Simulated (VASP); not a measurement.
```yaml
crystal:
  lattice:
    - [0.00000, 2.37221, 2.37221]
    - [2.37221, 0.00000, 2.37221]
    - [2.37221, 2.37221, 0.00000]
  atoms:
    - { symbol: Be, position: [0.00000, 0.00000, 0.00000] }
    - { symbol: S, position: [0.25000, 0.25000, 0.25000] }
```

These are PBE GGA with D3 dispersion (zero damping), VASP's PBE PAW potentials (set 64) (plane waves; VASP) values and carry that method's errors. Settings: 520 eV cut-off, 9×9×9 Γ-centred mesh, Gaussian smearing of 0.050 eV, potentials Be S.

Problem. Predict the energy per atom (σ→0), pressure.

Solution. 
```
Item                                    Value
---------------------  ----------------------
energy per atom (σ→0)  -500.8 kJ/mol of atoms
pressure                             6.66 GPa
```

Total energies compare only between runs with the same potentials, cut-off and functional.

The compound is BeS in the zinc blende structure. This cell is one point of a volume scan, at 0.94 of the reference volume.
